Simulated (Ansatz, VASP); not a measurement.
# Cross-check of Al2InN3 between VASP and Ansatz

One calculation is typed for both programs; each brings its own data sets. How far apart do they land? The cell is taken from a series of runs on this material, whose earlier steps may have relaxed, scaled, displaced or heated it; both programs get it as it stands.

Program: Ansatz 0.2.0. Level of theory: plane waves, with VASP 6.6.1 beside it; PBE, r2SCAN and PBE, spin-orbit coupling. Results are calculated unless marked as measured.

## 1. Starting point

Symmetry: Cmc2_1, No. 36, orthorhombic system. Conventional cell: a = 9.760 Å, b = 5.611 Å, c = 5.199 Å, α = 90.00°, β = 90.00°, γ = 90.00°. Nearest to Al lie 4 N at 1.89 to 1.90 Å. In has 4 N at 2.16 to 2.19 Å nearest. N has 3 Al at 1.89 to 1.90 Å and 1 In at 2.16 Å nearest. Nearest to N lie 2 Al at 1.89 Å and 2 In at 2.17 to 2.19 Å. Farther neighbours and most contacts between anions are not listed.

## 2. Ansatz: single point, PBE

Ansatz runs on its PAW soft_1 files.

A single point takes one fixed geometry, so differences don't come from the geometry; what else differs is listed under the comparison.

input.yaml

```yaml
crystal:
  lattice:
    - [4.8800190524, -2.8055151375, 0.0]
    - [4.8800190524, 2.8055151375, 0.0]
    - [0.0, 0.0, 5.1994618]
  atoms:
    - { symbol: Al, position: [0.00854286, 0.33490025, 0.99162672] }
    - { symbol: Al, position: [0.66509975, 0.99145714, 0.99162672] }
    - { symbol: Al, position: [0.99145714, 0.66509975, 0.49162672] }
    - { symbol: Al, position: [0.33490025, 0.00854286, 0.49162672] }
    - { symbol: In, position: [0.32191553, 0.67808447, 0.98638376] }
    - { symbol: In, position: [0.67808447, 0.32191553, 0.48638376] }
    - { symbol: "N", position: [0.03698256, 0.33358057, 0.35579997] }
    - { symbol: "N", position: [0.66641943, 0.96301744, 0.35579997] }
    - { symbol: "N", position: [0.96301744, 0.66641943, 0.85579997] }
    - { symbol: "N", position: [0.33358057, 0.03698256, 0.85579997] }
    - { symbol: "N", position: [0.29809134, 0.70190866, 0.40676283] }
    - { symbol: "N", position: [0.70190866, 0.29809134, 0.90676283] }
kpoints:
  mp_grid: { grid: [6, 6, 4] }
  band_path:
    path:
      - [[0.0, 0.0, 0.0], [0.5, 0.5, 0.0], [0.33262704, 0.66737296, 0.0]]
      - [[-0.33262704, 0.33262704, 0.0], [0.0, 0.0, 0.0], [0.0, 0.0, 0.5], [-0.33262704, 0.33262704, 0.5]]
      - [[0.33262704, 0.66737296, 0.5], [0.5, 0.5, 0.5], [0.5, 0.5, 0.0]]
      - [[0.0, 0.0, 0.0], [0.0, 0.5, 0.0], [0.0, 0.5, 0.5], [0.0, 0.0, 0.5], [0.5, 0.5, 0.5]]
    npoints: 10
hamiltonian:
  xc: pbe
  pseudopotentials: { kind: paw, azcp: { folder: soft_1 } }
scf:
  occupations: { method: fermi_dirac, width: 0.02 }
  n_extra_bands: 8
output:
  eigenvalues: true
  forces: true
  stress: true
  write_density: true
  write_potential: true
  elf: true
  volumetric_format: npy
```

Run with:

```bash
$ ansatz run input.yaml --threads 2 --pin off --max-ram 92160MiB --backend cuda --events-out ev --progress --plain --runs-dir out --devices 1 --max-vram 13GiB
```

Numbers of over 12 decimals in the logs are rounded to 6 here.

Output:

```text
scf.n_extra_bands = 8 over 34 filled bands (N_el = 68.0): the run solves 42 bands
GPUs: using 1 of 1 available (devices: 1).
Engine: ansatz 0.2.0, x86_64-unknown-linux-gnu
Pseudopotentials: kind: paw
Pseudopotential: Al, paw, valence charge 3, recommended cutoff 420 eV (normal), soft_1/Al.paw.azcp
Pseudopotential: In, paw, valence charge 13, recommended cutoff 420 eV (normal), soft_1/In.paw.azcp
Pseudopotential: N, paw, valence charge 5, recommended cutoff 420 eV (normal), soft_1/N.paw.azcp
Functional definition: PBE
  parameter kappa = 0.804
  parameter beta = 0.066725
  exchange = pbe_x(kappa = kappa, mu = beta*pi^2/3)
  correlation = pbe_c(beta = beta)
device memory: the entry about to start is reckoned to put 3.9 GiB on a device that reports 35.2 GiB free (of which the cap on the GPU budget leaves the run 13.0 GiB)
GPU FFT provider: cuFFT
GPU libraries: cuBLAS 13.8.2, cuFFT 12.4.0, cuSOLVER 12.3.4
Crystal: 12 atoms, lattice volume = 142.371 Å³
Basis set: ecut = 420 eV, 2793 PW (Γ), exchange–correlation on 80×80×72 points (8 copies of the dense FFT grid, shifted against one another)
Bands: 42, of which v1, the nominal top of the filled ones, is band 34 counted from 1 (33 counted from 0)
Symmetry: 4 space group operations
Space group: Cmc21 (ITA 36), of the structure as read, at distance tolerance 5.2e-5 Å
k-points: 39 of 144 (time reversal used)
Non-local potential: Al, projectors of the file, l = 0: 2, l = 1: 2, l = 2: 1
Non-local potential: In, projectors of the file, l = 0: 2, l = 1: 2, l = 2: 2, l = 3: 1
Non-local potential: N, projectors of the file, l = 0: 2, l = 1: 2, l = 2: 1
PAW form: soft (Blöchl's): semilocal exchange-correlation on the pseudo side does not see the compensation charge
PAW one-centre angular grid: Al, 110 points (default); XC on 64 Gauss nodes
PAW one-centre angular grid: In, 590 points (default); XC on 64 Gauss nodes
PAW one-centre angular grid: N, 110 points (default); XC on 64 Gauss nodes
Initial density: superposition of atomic densities (chi_scale 0.1, normalization cell, long waves kept (reshape's long-wave potential 0.07 eV rms))
Initial wavefunctions: pseudopotential atomic-orbital guess
GPU buffer pool allocated for 57600 grid points (all kernels)
GPU transforms: local potential and band sums: pruned to the plane-wave sphere, on 40×40×36
Functional: x = pbe(κ = 0.804, μ = 0.219515), c = pbe(β = 0.066725)
SCF iter   1: F=—  HF=-15666.433904 eV  |F-HF|=—  |Δ(HF+E_count)|=         —  Δρ=1.13e-1  dr2=2.20e1  ethr=3.10e-3  ⟨swp⟩=7.4  Hψ=6898  notcnv=0
preconditioner: auto → Resta (q_TF=auto, 2.412 Å⁻¹)  ε∞=4.3  [insulator: Δε(μ)=3.270 eV  Ē_g=14.068 eV  σ=0.020 eV  W_gap=1.00  n_scr=26 (ndim 8)  ℏωp=25.7 eV  f_vac=0.000  D(μ)=0.00/eV (n_scr^D=0)  ε∞_Penn≈4.3]
SCF iter   2: F=—  HF=-15660.547983 eV  |F-HF|=—  |Δ(HF+E_count)|=    5.89e0  Δρ=4.27e-2  dr2=1.56e0  ethr=3.10e-3  ⟨swp⟩=3.2  Hψ=3756  notcnv=0  defer=78
SCF iter   3: F=—  HF=-15660.269135 eV  |F-HF|=—  |Δ(HF+E_count)|=   2.79e-1  Δρ=2.08e-2  dr2=4.17e-1  ethr=2.29e-3  ⟨swp⟩=2.0  Hψ=2157  notcnv=0  defer=78
SCF iter   4: F=—  HF=-15660.227934 eV  |F-HF|=—  |Δ(HF+E_count)|=   4.12e-2  Δρ=2.35e-3  dr2=8.59e-3  ethr=6.13e-4  ⟨swp⟩=2.0  Hψ=1794  notcnv=0  defer=78
SCF iter   5: F=—  HF=-15660.231797 eV  |F-HF|=—  |Δ(HF+E_count)|=   3.86e-3  Δρ=1.36e-3  dr2=2.46e-3  ethr=1.26e-5  ⟨swp⟩=2.1  Hψ=3069  notcnv=0  defer=78
SCF iter   6: F=—  HF=-15660.232536 eV  |F-HF|=—  |Δ(HF+E_count)|=   7.39e-4  Δρ=6.89e-4  dr2=6.93e-4  ethr=3.62e-6  ⟨swp⟩=2.0  Hψ=2983  notcnv=0  defer=78
SCF iter   7: F=—  HF=-15660.232445 eV  |F-HF|=—  |Δ(HF+E_count)|=   9.08e-5  Δρ=1.24e-4  dr2=2.40e-5  ethr=1.02e-6  ⟨swp⟩=2.0  Hψ=2192  notcnv=0  defer=78
SCF iter   8: F=—  HF=-15660.232466 eV  |F-HF|=—  |Δ(HF+E_count)|=   2.05e-5  Δρ=2.66e-5  dr2=1.03e-6  ethr=3.53e-8  ⟨swp⟩=2.2  Hψ=2695  notcnv=0  defer=78
SCF iter   9: F=-15660.232467 eV  HF=-15660.232466 eV  |F-HF|=1.01e-8  |Δ(HF+E_count)|=   6.60e-7  Δρ=3.14e-6  dr2=1.16e-8  ethr=1.47e-10  ⟨swp⟩=16.3  Hψ=12903  notcnv=0
SCF 1 converged in 9 iterations: F = -15660.232467 eV  dr2 = 1.16e-8
  greatest PAW one-centre occupation: 0.984 electrons in one spin orbital (limit 2), on the In atom at site 5 (counted from 0), in its partial waves of l = 2
device memory: the entry about to start is reckoned to put 1.8 GiB on a device that reports 35.2 GiB free (of which the cap on the GPU budget leaves the run 13.0 GiB)
NSCF: frozen V_eff on 114 k-points
SCF converged after 9 iterations
Free energy (F): -15660.232467 eV
Harris-Foulkes:  -15660.232466 eV  (|F-HF|=1.01e-8)
Internal energy: -15660.232467 eV  (E = F + TS)
E sigma→0 (E₀):  -15660.232467 eV
Fermi energy:    9.395537 eV
--- Per-component energies (eV) ---
  E_band       = 61.711663
  E_kinetic    = 1321.325457
  E_local      = -3472.801301  (includes V_loc(G=0)·N_el)
  E_nonlocal   = 905.673609
  E_hartree    = 1380.437440
  E_xc         = -798.736836
  E_vxc        = -754.978276  (∫ρ·V_xc dr)
  E_paw        = -11071.245134  (= ΣΔE_a)
  E_vpaw       = -698.388697  (= ΣTr[D̂ρ^β])
  E_aug_tail   = 0.005281  (compensation charges beyond the density's cutoff)
  E_ewald      = -3924.890984
  E_smearing   = -0.000000  (= −TS)
  E_closure    = -0.000000  (closes the sum)
  Σ components = -15660.232467   (vs F -15660.232467, Δ=0.00e0)
--- Forces (eV/Å), atoms counted from 1 ---
  atom   1  Al    -0.00134153     0.00785701     0.00304652
  atom   2  Al     0.00134153     0.00785701     0.00304652
  atom   3  Al     0.00134153    -0.00785701     0.00304652
  atom   4  Al    -0.00134153    -0.00785701     0.00304652
  atom   5  In     0.00000000     0.00559878     0.00671183
  atom   6  In     0.00000000    -0.00559878     0.00671183
  atom   7  N     -0.00080549     0.00547545    -0.00147551
  atom   8  N      0.00080549     0.00547545    -0.00147551
  atom   9  N      0.00080549    -0.00547545    -0.00147551
  atom  10  N     -0.00080549    -0.00547545    -0.00147551
  atom  11  N      0.00000000    -0.01129131    -0.00987405
  atom  12  N      0.00000000     0.01129131    -0.00987405
  max |Σ_I F_I| component: 4.04e-5 eV/Å
--- Stress (GPa, compression-positive) ---
        4.300285       0.000000       0.000000
        0.000000       4.335564       0.000000
        0.000000       0.000000       4.490232
  P = ⅓ Tr σ = 4.3754 GPa (43.754 kbar)
--- Band table (eV; the first three rows and the last of 39) ---
  k-point 0: bands = [... 30 lower, 7.6265, 8.1739, 8.1811, 8.2460, 10.5384, 12.7805, 13.5116, 13.8779, ... 4 higher]
  k-point 1: bands = [... 30 lower, 7.6928, 7.8019, 8.0637, 8.1100, 11.4284, 12.9158, 14.1790, 14.3991, ... 4 higher]
  k-point 2: bands = [... 30 lower, 7.8501, 7.8501, 8.1149, 8.1149, 12.6473, 12.6473, 15.0665, 15.0665, ... 4 higher]
  k-point 38: bands = [... 30 lower, 7.3306, 7.3306, 7.6331, 7.6331, 12.9714, 12.9714, 13.9124, 13.9124, ... 4 higher]
```

Reading the cycles: dr2 is the Hartree energy of the density residual (eV), the measure of convergence; HF is the Harris–Foulkes estimate of the energy, which meets the free energy F at convergence.

## 3. VASP: single point, PBE

The same cell, functional, mesh and smearing now go to VASP, with its own data sets.

Lines of VASP's logs that name or quote its potential files are left out, and so is its time.

INCAR

```
SYSTEM = Al2InN3
PREC = Accurate
ENCUT = 600
EDIFF = 1E-06
NELM = 120
ISMEAR = -1
SIGMA = 0.02
LREAL = .FALSE.
ALGO = Normal
GGA = PE
NBANDS = 46
LORBIT = 11
LWAVE = .FALSE.
LCHARG = .FALSE.
ISIF = 2
LASPH = .TRUE.
GGA_COMPAT = .FALSE.
EFERMI = MIDGAP
KPAR = 2
```

POSCAR

```
Al2InN3
1.0
    4.8800190524     -2.8055151375      0.0000000000
    4.8800190524      2.8055151375      0.0000000000
    0.0000000000      0.0000000000      5.1994618000
Al In N
4 2 6
Direct
    0.0085428600      0.3349002500      0.9916267200
    0.6650997500      0.9914571400      0.9916267200
    0.9914571400      0.6650997500      0.4916267200
    0.3349002500      0.0085428600      0.4916267200
    0.3219155300      0.6780844700      0.9863837600
    0.6780844700      0.3219155300      0.4863837600
    0.0369825600      0.3335805700      0.3557999700
    0.6664194300      0.9630174400      0.3557999700
    0.9630174400      0.6664194300      0.8557999700
    0.3335805700      0.0369825600      0.8557999700
    0.2980913400      0.7019086600      0.4067628300
    0.7019086600      0.2980913400      0.9067628300
```

KPOINTS

```
Automatic mesh
0
Gamma
6 6 4
0 0 0
```

Potentials, in the order of the species: Al, In_d and N (PBE family, release 64).

Run with:

```bash
$ mpirun -np 2 vasp_std
```

Output:

```text
[banner, memory and clock lines left out]
running    2 mpi-ranks, on    1 nodes
 distrk:  each k-point on    1 cores,    2 groups
 distr:  one band on    1 cores,    1 groups

 POSCAR found type information on POSCAR AlInN
 POSCAR found :  3 types and      12 ions
 LDA part: xc-table for (Slater+PW92), standard interpolation
 POSCAR, INCAR and KPOINTS ok, starting setup
 FFT: planning ... GRIDC
 FFT: planning ... GRID_SOFT
 FFT: planning ... GRID
 WAVECAR not read
 entering main loop
       N       E                     dE             d eps       ncg     rms          rms(c)
DAV:   1     0.757868036931E+03    0.75787E+03   -0.32940E+04  3588   0.186E+03
DAV:   2     0.526011404248E+02   -0.70527E+03   -0.65690E+03  3752   0.494E+02
DAV:   3    -0.850558839878E+02   -0.13766E+03   -0.13226E+03  4182   0.200E+02
DAV:   4    -0.955630680523E+02   -0.10507E+02   -0.10404E+02  4848   0.574E+01
DAV:   5    -0.958948756763E+02   -0.33181E+00   -0.33100E+00  4800   0.106E+01    0.231E+01
DAV:   6    -0.805791811372E+02    0.15316E+02   -0.52306E+01  5778   0.629E+01    0.186E+01
DAV:   7    -0.808986015271E+02   -0.31942E+00   -0.53163E+00  4136   0.122E+01    0.560E+00
DAV:   8    -0.808244332201E+02    0.74168E-01   -0.28353E-01  5462   0.421E+00    0.432E+00
DAV:   9    -0.807927424483E+02    0.31691E-01   -0.10278E-01  5640   0.322E+00    0.464E-01
DAV:  10    -0.807922474468E+02    0.49500E-03   -0.15505E-02  4976   0.862E-01    0.411E-01
DAV:  11    -0.807928557584E+02   -0.60831E-03   -0.54226E-03  5432   0.407E-01    0.316E-01
DAV:  12    -0.807931747448E+02   -0.31899E-03   -0.51091E-04  4658   0.185E-01    0.103E-01
DAV:  13    -0.807932386309E+02   -0.63886E-04   -0.19989E-04  4760   0.112E-01    0.142E-02
DAV:  14    -0.807932420094E+02   -0.33786E-05   -0.38615E-05  5212   0.420E-02    0.150E-02
DAV:  15    -0.807932424246E+02   -0.41514E-06   -0.45591E-06  3800   0.141E-02
   1 F= -.80793242E+02 E0= -.80793242E+02  d E =0.000000E+00
```

OUTCAR, selected parts (step 3):

```text
ion  position               nearest neighbor table
   1  0.009  0.335  0.992-   9 1.89  10 1.89  12 1.89   7 1.90   3 3.17   3 3.17   4 3.18   4 3.18
                             2 3.19   2 3.19   5 3.20   6 3.20   5 3.21   6 3.24   5 3.34   2 3.35
   2  0.665  0.991  0.992-  10 1.89   9 1.89  12 1.89   8 1.90   4 3.17   4 3.17   3 3.18   3 3.18
                             1 3.19   1 3.19   5 3.20   6 3.20   5 3.21   6 3.24   5 3.34   1 3.35
   3  0.991  0.665  0.492-   7 1.89   8 1.89  11 1.89   9 1.90   1 3.17   1 3.17   2 3.18   2 3.18
                             4 3.19   4 3.19   6 3.20   5 3.20   6 3.21   5 3.24   6 3.34   4 3.35
   4  0.335  0.009  0.492-   8 1.89   7 1.89  11 1.89  10 1.90   2 3.17   2 3.17   1 3.18   1 3.18
                             3 3.19   3 3.19   6 3.20   5 3.20   6 3.21   5 3.24   6 3.34   3 3.35
   5  0.322  0.678  0.986-   9 2.16  10 2.16  12 2.17  11 2.19   1 3.20   2 3.20   4 3.20   3 3.20
                             2 3.21   1 3.21   4 3.24   3 3.24   6 3.28   6 3.28   2 3.34   1 3.34
   6  0.678  0.322  0.486-   7 2.16   8 2.16  11 2.17  12 2.19   4 3.20   3 3.20   2 3.20   1 3.20
                             4 3.21   3 3.21   2 3.24   1 3.24   5 3.28   5 3.28   4 3.34   3 3.34
   7  0.037  0.334  0.356-   3 1.89   4 1.89   1 1.90   6 2.16
   8  0.666  0.963  0.356-   4 1.89   3 1.89   2 1.90   6 2.16
   9  0.963  0.666  0.856-   1 1.89   2 1.89   3 1.90   5 2.16
  10  0.334  0.037  0.856-   2 1.89   1 1.89   4 1.90   5 2.16
  11  0.298  0.702  0.407-   3 1.89   4 1.89   6 2.17   5 2.19
  12  0.702  0.298  0.907-   1 1.89   2 1.89   5 2.17   6 2.19

  LATTYP: Found a base centered orthorhombic cell.
 ALAT       =     5.6110302750
 B/A-ratio  =     1.7394377906
 C/A-ratio  =     0.9266501062

 Subroutine GETGRP returns: Found  4 space group operations
 (whereof  2 operations were pure point group operations)

The static configuration has the point symmetry C_1h.
 The point group associated with its full space group is C_2v.

 Found     39 irreducible k-points:

   k-points           NKPTS =     39   k-points in BZ     NKDIM =     39   number of bands    NBANDS=     46

   dimension x,y,z NGX =    48 NGY =   48 NGZ =   42
   dimension x,y,z NGXF=    96 NGYF=   96 NGZF=   84

   ENCUT  =  600.0 eV  44.10 Ry    6.64 a.u.  11.24 11.24 10.38*2*pi/ulx,y,z

   NELECT =      68.0000    total number of electrons

 k-points in reciprocal lattice and weights: Automatic mesh
   0.00000000  0.00000000  0.00000000       0.007
   0.16666667  0.00000000  0.00000000       0.028
   0.33333333  0.00000000  0.00000000       0.028
   0.50000000  0.00000000  0.00000000       0.014
   0.16666667  0.16666667  0.00000000       0.014
   0.33333333  0.16666667  0.00000000       0.028
   0.50000000  0.16666667  0.00000000       0.028
  -0.33333333  0.16666667  0.00000000       0.028
  -0.16666667  0.16666667  0.00000000       0.014
[...]
-0.33333333  0.33333333  0.50000000       0.014
   0.50000000  0.50000000  0.50000000       0.007

 average (electrostatic) potential at core
       1 -71.4210       2 -71.4210       3 -71.4210       4 -71.4210       5 -93.0890
       6 -93.0890       7 -59.9562       8 -59.9562       9 -59.9562      10 -59.9562
      11 -60.1705      12 -60.1705

 E-fermi :   7.4810

 k-point     1 :       0.0000    0.0000    0.0000
  band No.  band energies     occupation
    ...
     30       5.7033      2.00000
     31       5.7117      2.00000
     32       6.2613      2.00000
     33       6.2689      2.00000
     34       6.3338      2.00000
     35       8.6281      0.00000
     36      10.8616      0.00000
     37      11.5949      0.00000
     38      11.9601      0.00000
     39      14.0969      0.00000
    ...

 k-point     2 :       0.1667    0.0000    0.0000
  band No.  band energies     occupation
    ...
     30       5.2243      2.00000
     31       5.5161      2.00000
     32       5.7851      2.00000
     33       6.2004      2.00000
     34       6.2736      2.00000
     35       9.1655      0.00000
     36      11.1000      0.00000
     37      11.8501      0.00000
     38      12.1189      0.00000
     39      13.6991      0.00000
    ...

 k-point     3 :       0.3333    0.0000    0.0000
  band No.  band energies     occupation
    ...
     30       5.1398      2.00000
     31       5.3223      2.00000
     32       5.6686      2.00000
     33       5.9757      2.00000
     34       6.0820      2.00000
     35      10.0622      0.00000
     36      11.2798      0.00000
     37      12.1807      0.00000
     38      12.5436      0.00000
     39      12.8748      0.00000
    ...

  Total        3.6944378      3.7292906      3.8724262      0.0000000      0.0000000      0.0000000
  in kB       41.5753984     41.9676145     43.5783928      0.0000000      0.0000000      0.0000000
  external PRESSURE =      42.3738019 kB  Pullay stress =       0.0000000 kB

  energy-cutoff  :      600.00
  volume of cell :      142.37
      direct lattice vectors                 reciprocal lattice vectors
     4.880019052 -2.805515138  0.000000000     0.102458616 -0.178220389  0.000000000
     4.880019052  2.805515138  0.000000000     0.102458616  0.178220389  0.000000000
     0.000000000  0.000000000  5.199461800     0.000000000  0.000000000  0.192327598

 POSITION                                       TOTAL-FORCE (eV/Angst)
 -----------------------------------------------------------------------------------
      1.67601      0.91560      5.15593        -0.002416      0.008254      0.003124
      8.08403      0.91560      5.15593         0.002416      0.008254      0.003124
      8.08403     -0.91560      2.55619         0.002416     -0.008254      0.003124
      1.67601     -0.91560      2.55619        -0.002416     -0.008254      0.003124
      4.88002      0.99924      5.12866         0.000000      0.005282      0.002198
      4.88002     -0.99924      2.52893         0.000000     -0.005282      0.002198
      1.80836      0.83211      1.84997         0.017743     -0.004172     -0.008235
      7.95168      0.83211      1.84997        -0.017743     -0.004172     -0.008235
      7.95168     -0.83211      4.44970        -0.017743      0.004172     -0.008235
      1.80836     -0.83211      4.44970         0.017743      0.004172     -0.008235
      4.88002      1.13292      2.11495         0.000000      0.011680      0.008024
      4.88002     -1.13292      4.71468         0.000000     -0.011680      0.008024
 -----------------------------------------------------------------------------------
    total drift:                                0.000000     -0.000000      0.000313

  FREE ENERGIE OF THE ION-ELECTRON SYSTEM (eV)
  ---------------------------------------------------
  free  energy   TOTEN  =       -80.7932424246 eV

  energy  without entropy=      -80.7932424246  energy(sigma->0) =      -80.79324242

 total charge
# of ion       s       p       d       tot
------------------------------------------
    1        0.369   0.438   0.000   0.807
    2        0.369   0.438   0.000   0.807
    3        0.369   0.438   0.000   0.807
    4        0.369   0.438   0.000   0.807
    5        0.754   0.781  10.000  11.535
    6        0.754   0.781  10.000  11.535
    7        1.226   2.573   0.000   3.799
    8        1.226   2.573   0.000   3.799
    9        1.226   2.573   0.000   3.799
   10        1.226   2.573   0.000   3.799
   11        1.232   2.514   0.000   3.746
   12        1.232   2.514   0.000   3.746
--------------------------------------------------
tot         10.351  18.632  20.001  48.984

[... 3 further parts left out ...]
```

The run ends at a pressure of 4.24 GPa, with forces up to 0.020 eV/Å.

## 4. Differences

Known differences besides the potentials themselves: the cutoff is 420 eV in Ansatz and 600 eV in VASP. Total energies have different zeros and are not compared.

Compared:

| quantity | Ansatz | VASP | difference |
| --- | --- | --- | --- |
| pressure (GPa) | 4.38 | 4.24 | +0.14 |
| gap on the k mesh (eV) | 2.292 | 2.294 | -0.002 |

The largest component of a force difference here is 23 meV/Å. A gap on the mesh is an upper bound, since the band edges may lie between its points.

[end of part 1 of 2]

[Lines on the potential files, build, host, timing and source positions are cut from VASP's logs without a mark.]

[Logs are printed without paths, hosts, clocks, repeated set-up lines and the standing remarks that a program may print on its own settings, such as how far it seeks lower states.]

[Hosts, paths, dates, database ids (printed as entryN), source tags and the programs' standing remarks are cut or masked in the printed files.]
